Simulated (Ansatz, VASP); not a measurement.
# Cross-check of BAs between VASP and Ansatz, part 3 of 3

One calculation is typed for both programs; each brings its own data sets. How far apart do they land? The cell is taken from a series of runs on this material, whose earlier steps may have relaxed, scaled, displaced or heated it; both programs get it as it stands.

VASP 6.6.1 and Ansatz 0.2.0.

So far: Starting point; Ansatz: zone-centre phonons, PBE, pair 1; VASP: zone-centre phonons, PBE, pair 1; Side by side.

### 5. Ansatz: zone-centre phonons, PBE, pair 2

Level of this step: Ansatz beside VASP: Kohn-Sham DFT, plane waves, PBE (Ansatz).

Second derivatives magnify differences that forces hide, and they need a tight electronic threshold. The cell compared in this pair holds 28.92 Å³, against 28.37 Å³ for the pair before.

The cell is taken from a series of runs on this material, whose earlier steps may have relaxed, scaled, displaced or heated it; both programs get it as it stands.

Input file input.yaml:

```yaml
crystal:
  lattice:
    - [0.0, 2.4363079562, 2.4363079562]
    - [2.4363079562, 0.0, 2.4363079562]
    - [2.4363079562, 2.4363079562, 0.0]
  atoms:
    - { symbol: B, position: [0.0, 0.0, 0.0] }
    - { symbol: As, position: [0.75, 0.75, 0.75] }
kpoints:
  mp_grid: { grid: [12, 12, 12] }
hamiltonian:
  xc: pbe
  pseudopotentials: { kind: paw, azcp: { folder: soft_1 } }
scf:
  occupations: { method: fixed }
output:
  eigenvalues: true
phonons:
  method: dfpt
  dielectric: true
  rigid_motions: translations
```

Run with:

```sh
ansatz run input.yaml --threads 4 --pin off --max-ram 10240MiB --backend cpu --events-out ev --progress --plain --runs-dir out
```

Numbers of over 12 decimals in the logs are rounded to 6 here.

What it wrote:

```text
[...]
Crystal: 2 atoms, lattice volume = 28.922 Å³
Basis set: ecut = 420 eV, 537 PW (Γ), exchange–correlation on 48×48×48 points (8 copies of the dense FFT grid, shifted against one another)
Bands: 13, of which v1, the nominal top of the filled ones, is band 9 counted from 1 (8 counted from 0)
Symmetry: 24 space group operations
k-points: 280 of 1728 (irreducible under 4 space group operations, time reversal used)
[...]
optical modes at Γ + LO–TO along q̂ = [1.0000, 0.0000, 0.0000]:
      ω (cm⁻¹)  modes    IR ((D/Å)²/amu)
[...]
optical modes at Γ + LO–TO along q̂ = [0.0000, 1.0000, 0.0000]:
      ω (cm⁻¹)  modes    IR ((D/Å)²/amu)
        651.00      2             0.5201
        652.46      1             0.2601
  optical modes at Γ + LO–TO along q̂ = [0.0000, 0.0000, 1.0000]:
      ω (cm⁻¹)  modes    IR ((D/Å)²/amu)
        651.00      2             0.5201
        652.46      1             0.2601
[key lines of the parts left out:]
SCF converged after 9 iterations
Free energy (F): -5012.094758 eV
Fermi energy:    9.800140 eV
```

### 6. VASP: zone-centre phonons, PBE, pair 2

The same cell, functional and mesh now go to VASP, with its own data sets.

Input file INCAR:

```
SYSTEM = BAs
PREC = Accurate
ENCUT = 500
EDIFF = 1E-08
NELM = 120
ISMEAR = 0
SIGMA = 0.01
LREAL = .FALSE.
ALGO = Normal
GGA = PE
NBANDS = 10
LORBIT = 11
LWAVE = .FALSE.
LCHARG = .FALSE.
ISIF = 2
IBRION = 8
LEPSILON = .TRUE.
LASPH = .TRUE.
GGA_COMPAT = .FALSE.
EFERMI = MIDGAP
KPAR = 2
```

Input file POSCAR:

```
BAs
1.0
    0.0000000000      2.4363079562      2.4363079562
    2.4363079562      0.0000000000      2.4363079562
    2.4363079562      2.4363079562      0.0000000000
B As
1 1
Direct
    0.0000000000      0.0000000000      0.0000000000
    0.7500000000      0.7500000000      0.7500000000
```

Input file KPOINTS:

```
Automatic mesh
0
Gamma
12 12 12
0 0 0
```

The projector-augmented-wave data sets are B and As (PBE family, release 64).

Run with:

```sh
mpirun -np 2 vasp_std
```

What it wrote:

```text
[... set-up lines as in an earlier step ...]
 entering main loop
       N       E                     dE             d eps       ncg     rms          rms(c)
DAV:   1     0.127649091913E+02    0.12765E+02   -0.36859E+03  1448   0.683E+02
DAV:   2    -0.112293836924E+02   -0.23994E+02   -0.22522E+02  2068   0.103E+02
DAV:   3    -0.119284588750E+02   -0.69908E+00   -0.69772E+00  1708   0.175E+01
DAV:   4    -0.119305806104E+02   -0.21217E-02   -0.21215E-02  1816   0.107E+00
[...]
DAV:  13    -0.114004332632E+02   -0.44039E-07   -0.84363E-08  1782   0.202E-03    0.107E-03
DAV:  14    -0.114004333836E+02   -0.12042E-06   -0.17954E-08  1570   0.917E-04    0.984E-05
DAV:  15    -0.114004333884E+02   -0.47788E-08   -0.42581E-10   904   0.161E-04
   1 F= -.11400433E+02 E0= -.11400433E+02  d E =0.000000E+00
 Linear response reoptimize wavefunctions to high precision
DAV:   1    -0.114004333790E+02    0.93978E-08   -0.11320E-10  1056   0.615E-05
DAV:   2    -0.114004333790E+02   -0.69349E-11   -0.40023E-12   872   0.154E-05
 Linear response G [H, r] |phi>, progress :
  Direction:   1
[...]
RMM:  10    -0.394394314098E-01   -0.44121E-08   -0.22242E-09  9705   0.115E-05    0.595E-07
 first order change of Fermi-energy   0.23678E+01
 force on displaced ion       1 direction 1 : -14.930   0.000   0.000
 Born effective charge ion    1 direction 1 :  -0.358   0.000   0.000
 Linear response progress:
  Degree of freedom:   2/  2
       N       E                     dE             d eps       ncg     rms          rms(c)
RMM:   1    -0.390753012805E-01   -0.39075E-01    0.35613E-02 13444   0.114E+00
RMM:   2    -0.371707668480E-01    0.19045E-02   -0.13710E-03  8900   0.213E-01    0.918E-02
RMM:   3    -0.369854373203E-01    0.18533E-03   -0.96192E-05  9507   0.302E-02    0.547E-02
RMM:   4    -0.369656283457E-01    0.19809E-04   -0.96153E-05  9287   0.371E-02    0.365E-03
[...]
RMM:   9    -0.369564916174E-01   -0.14263E-06   -0.23560E-08  9784   0.416E-05    0.263E-06
RMM:  10    -0.369564759238E-01    0.15694E-07   -0.52323E-09  9363   0.524E-06    0.141E-06
RMM:  11    -0.369564769828E-01   -0.10590E-08   -0.41645E-09  8746   0.471E-06    0.285E-07
 first order change of Fermi-energy  -0.23676E+01
 force on displaced ion       2 direction 1 : -14.924   0.000   0.000
 Born effective charge ion    2 direction 1 :   0.351   0.000   0.000
 Born effective charges drift removed
 Linear response finished
```

From OUTCAR (step 6):

```text
  Total       -0.7685736     -0.7685736     -0.7685736     -0.0000000      0.0000000     -0.0000000
  in kB      -42.5764568    -42.5764568    -42.5764568     -0.0000000      0.0000000     -0.0000000
  external PRESSURE =     -42.5764568 kB  Pullay stress =       0.0000000 kB

 POSITION                                       TOTAL-FORCE (eV/Angst)
 -----------------------------------------------------------------------------------
      0.00000      0.00000      0.00000         0.000000      0.000000      0.000000
      3.65446      3.65446      3.65446        -0.000000     -0.000000     -0.000000
 -----------------------------------------------------------------------------------
    total drift:                                0.000000      0.000000      0.000000

 MACROSCOPIC STATIC DIELECTRIC TENSOR (including local field effects in DFT)
 ------------------------------------------------------
          10.077602    -0.000000     0.000000
          -0.000000    10.077602    -0.000000
          -0.000000    -0.000000    10.077602
 ------------------------------------------------------

 MACROSCOPIC STATIC DIELECTRIC TENSOR IONIC CONTRIBUTION
 ------------------------------------------------------
           0.051917     0.000000     0.000000
           0.000000     0.051917    -0.000000
           0.000000    -0.000000     0.051917
 ------------------------------------------------------

[... 1 part as in an earlier step ...]

[... 1 further part left out ...]
```

### 7. Side by side

What differs besides the data sets and the points named for the pairs above, as far as they apply: the data sets hold 18 valence electrons in Ansatz (on its PAW soft_1 files) and 8 in VASP. Total energies have different zeros and are not compared.

Compared:

```
                                     quantity  Ansatz   VASP  difference
                                        ε∞ xx   10.05  10.08     -0.26 %
                                        ε∞ yy   10.05  10.08     -0.26 %
                                        ε∞ zz   10.05  10.08     -0.26 %
 Born charge of B1 (mean of the diagonal) (e)   -0.33  -0.35       +0.03
Born charge of As2 (mean of the diagonal) (e)    0.33   0.35       -0.03
                   optical mode 1 to 3 (cm⁻¹)   651.0  655.5     -0.69 %
```

Modes are paired by rising frequency, not by their patterns, so a pair may set unlike modes beside each other; they are those without the splitting of longitudinal modes.

### 8. VASP: zone-centre phonons, PBE, pair 3

Second derivatives magnify differences that forces hide, and they need a tight electronic threshold. The cell compared in this pair holds 29.48 Å³, against 28.92 Å³ for the pair before.

INCAR is that of step 6.

Input file POSCAR:

```
BAs
1.0
    0.0000000000      2.4518262596      2.4518262596
    2.4518262596      0.0000000000      2.4518262596
    2.4518262596      2.4518262596      0.0000000000
B As
1 1
Direct
    0.0000000000      0.0000000000      0.0000000000
    0.7500000000      0.7500000000      0.7500000000
```

KPOINTS is that of step 6.

Run with:

```sh
mpirun -np 2 vasp_std
```

What it wrote:

```text
[... set-up lines as in an earlier step ...]
 entering main loop
       N       E                     dE             d eps       ncg     rms          rms(c)
DAV:   1     0.120470597970E+02    0.12047E+02   -0.36523E+03  1448   0.679E+02
DAV:   2    -0.111792103048E+02   -0.23226E+02   -0.21977E+02  2038   0.103E+02
DAV:   3    -0.118776971816E+02   -0.69849E+00   -0.69676E+00  1702   0.174E+01
DAV:   4    -0.118801175527E+02   -0.24204E-02   -0.24202E-02  1784   0.110E+00
[...]
DAV:  13    -0.113820797215E+02   -0.40000E-07   -0.81487E-08  1786   0.200E-03    0.107E-03
DAV:  14    -0.113820798441E+02   -0.12261E-06   -0.19295E-08  1584   0.937E-04    0.987E-05
DAV:  15    -0.113820798484E+02   -0.42933E-08   -0.46311E-10   906   0.167E-04
   1 F= -.11382080E+02 E0= -.11382080E+02  d E =0.000000E+00
 Linear response reoptimize wavefunctions to high precision
DAV:   1    -0.113820798388E+02    0.95499E-08   -0.12144E-10  1036   0.639E-05
DAV:   2    -0.113820798388E+02    0.19043E-10   -0.39997E-12   866   0.159E-05
 Linear response G [H, r] |phi>, progress :
  Direction:   1
[...]
RMM:  10    -0.390322333982E-01   -0.48890E-08    0.35000E-09  9677   0.154E-05    0.614E-07
 first order change of Fermi-energy   0.23195E+01
 force on displaced ion       1 direction 1 : -14.364   0.000   0.000
 Born effective charge ion    1 direction 1 :  -0.300   0.000   0.000
 Linear response progress:
  Degree of freedom:   2/  2
       N       E                     dE             d eps       ncg     rms          rms(c)
RMM:   1    -0.391132163374E-01   -0.39113E-01    0.37022E-02 13441   0.114E+00
RMM:   2    -0.372859107583E-01    0.18273E-02   -0.13254E-03  8872   0.214E-01    0.910E-02
RMM:   3    -0.370955601976E-01    0.19035E-03   -0.89069E-05  9508   0.306E-02    0.542E-02
RMM:   4    -0.370632996875E-01    0.32261E-04   -0.97954E-05  9288   0.374E-02    0.369E-03
[...]
RMM:   9    -0.370554614755E-01   -0.14411E-06   -0.49013E-08  9755   0.490E-05    0.251E-06
RMM:  10    -0.370554459888E-01    0.15487E-07   -0.34531E-08  9363   0.107E-05    0.129E-06
RMM:  11    -0.370554486518E-01   -0.26629E-08   -0.38549E-08  8760   0.102E-05    0.293E-07
 first order change of Fermi-energy  -0.23193E+01
 force on displaced ion       2 direction 1 : -14.359  -0.000  -0.000
 Born effective charge ion    2 direction 1 :   0.293   0.000   0.000
 Born effective charges drift removed
 Linear response finished
```

Parts of OUTCAR (step 8):

```text
  Total       -1.1654492     -1.1654492     -1.1654492     -0.0000000      0.0000000      0.0000000
  in kB      -63.3439107    -63.3439107    -63.3439107     -0.0000000      0.0000000      0.0000000
  external PRESSURE =     -63.3439107 kB  Pullay stress =       0.0000000 kB

 POSITION                                       TOTAL-FORCE (eV/Angst)
 -----------------------------------------------------------------------------------
      0.00000      0.00000      0.00000        -0.000000     -0.000000      0.000000
      3.67774      3.67774      3.67774         0.000000      0.000000     -0.000000
 -----------------------------------------------------------------------------------
    total drift:                                0.000000      0.000000      0.000000

 MACROSCOPIC STATIC DIELECTRIC TENSOR (including local field effects in DFT)
 ------------------------------------------------------
          10.188613     0.000000    -0.000000
           0.000000    10.188613     0.000000
          -0.000000     0.000000    10.188613
 ------------------------------------------------------

 MACROSCOPIC STATIC DIELECTRIC TENSOR IONIC CONTRIBUTION
 ------------------------------------------------------
           0.037031    -0.000000    -0.000000
          -0.000000     0.037031    -0.000000
          -0.000000    -0.000000     0.037031
 ------------------------------------------------------

[... 1 part as in an earlier step ...]

[... 1 further part left out ...]
```

### 9. Ansatz: zone-centre phonons, PBE, pair 3

The same cell, functional and mesh now go to Ansatz, which takes its cutoff from its data sets.

The cell is taken from a series of runs on this material, whose earlier steps may have relaxed, scaled, displaced or heated it; both programs get it as it stands.

input.yaml, the sections that differ from step 5:

```yaml
crystal:
  lattice:
    - [0.0, 2.4518262596, 2.4518262596]
    - [2.4518262596, 0.0, 2.4518262596]
    - [2.4518262596, 2.4518262596, 0.0]
  atoms:
    - { symbol: B, position: [0.0, 0.0, 0.0] }
    - { symbol: As, position: [0.75, 0.75, 0.75] }
# kpoints, hamiltonian, scf, output, phonons: as in step 5
```

Run with:

```sh
ansatz run input.yaml --threads 4 --pin off --max-ram 10240MiB --backend cpu --events-out ev --progress --plain --runs-dir out
```

What it wrote:

```text
[...]
Crystal: 2 atoms, lattice volume = 29.478 Å³
Basis set: ecut = 420 eV, 561 PW (Γ), exchange–correlation on 48×48×48 points (8 copies of the dense FFT grid, shifted against one another)
Bands: 13, of which v1, the nominal top of the filled ones, is band 9 counted from 1 (8 counted from 0)
Symmetry: 24 space group operations
k-points: 280 of 1728 (irreducible under 4 space group operations, time reversal used)
[...]
optical modes at Γ + LO–TO along q̂ = [1.0000, 0.0000, 0.0000]:
      ω (cm⁻¹)  modes    IR ((D/Å)²/amu)
[...]
optical modes at Γ + LO–TO along q̂ = [0.0000, 1.0000, 0.0000]:
      ω (cm⁻¹)  modes    IR ((D/Å)²/amu)
        638.57      2             0.3563
        639.56      1             0.1782
  optical modes at Γ + LO–TO along q̂ = [0.0000, 0.0000, 1.0000]:
      ω (cm⁻¹)  modes    IR ((D/Å)²/amu)
        638.57      2             0.3563
        639.56      1             0.1782
[key lines of the parts left out:]
SCF converged after 9 iterations
Free energy (F): -5012.074700 eV
Fermi energy:    9.521586 eV
```

### 10. Comparison

What differs besides the data sets and the points named for the pairs above, as far as they apply: the data sets hold 18 valence electrons in Ansatz (on its PAW soft_1 files) and 8 in VASP. Total energies have different zeros and are not compared.

Compared:

```
                                     quantity  Ansatz   VASP  difference
                                        ε∞ xx   10.16  10.19     -0.30 %
                                        ε∞ yy   10.16  10.19     -0.30 %
                                        ε∞ zz   10.16  10.19     -0.30 %
 Born charge of B1 (mean of the diagonal) (e)   -0.27  -0.29       +0.02
Born charge of As2 (mean of the diagonal) (e)    0.27   0.29       -0.02
                   optical mode 1 to 3 (cm⁻¹)   638.6  643.0     -0.68 %
```

Modes are paired by rising frequency, not by their patterns, so a pair may set unlike modes beside each other; they are those without the splitting of longitudinal modes.

### 11. Results

| Item | Value |
| --- | --- |
| r.m.s. difference of the optical zone-centre modes, each program's sorted by frequency (zone-centre phonons, PBE, pair 1) | 4.6 cm⁻¹ |
| difference in optical mode 1 to 3 (zone-centre phonons, PBE, pair 1) | -0.7 % |
| r.m.s. difference of the optical zone-centre modes, each program's sorted by frequency (zone-centre phonons, PBE, pair 2) | 4.5 cm⁻¹ |
| difference in optical mode 1 to 3 (zone-centre phonons, PBE, pair 2) | -0.7 % |
| r.m.s. difference of the optical zone-centre modes, each program's sorted by frequency (zone-centre phonons, PBE, pair 3) | 4.4 cm⁻¹ |
| difference in optical mode 1 to 3 (zone-centre phonons, PBE, pair 3) | -0.7 % |

What this shows: The r.m.s. difference of the optical zone-centre modes, each program's sorted by frequency is 4.6 cm⁻¹ (zone-centre phonons, PBE, pair 1). The data sets hold unlike numbers of valence electrons (18 in Ansatz and 8 in VASP), so part of the differences comes from the potentials. Among the rows given in per cent, the largest difference of the zone-centre phonons, PBE, pair 1 pair is in optical mode 1 to 3, -0.7 %. Among the rows given in per cent, the largest difference of the zone-centre phonons, PBE, pair 2 pair is in optical mode 1 to 3, -0.7 %. Among the rows given in per cent, the largest difference of the zone-centre phonons, PBE, pair 3 pair is in optical mode 1 to 3, -0.7 %. Such differences can come from data sets, numerical settings and the points named under the comparisons, not from the functional's error against experiment.

[Lines on the potential files, build, host, timing and source positions are cut from VASP's logs without a mark.]

[Logs are printed without paths, hosts, clocks, repeated set-up lines and the standing remarks that a program may print on its own settings, such as how far it seeks lower states.]

[Hosts, paths, dates, database ids (printed as entryN), source tags and the programs' standing remarks are cut or masked in the printed files.]
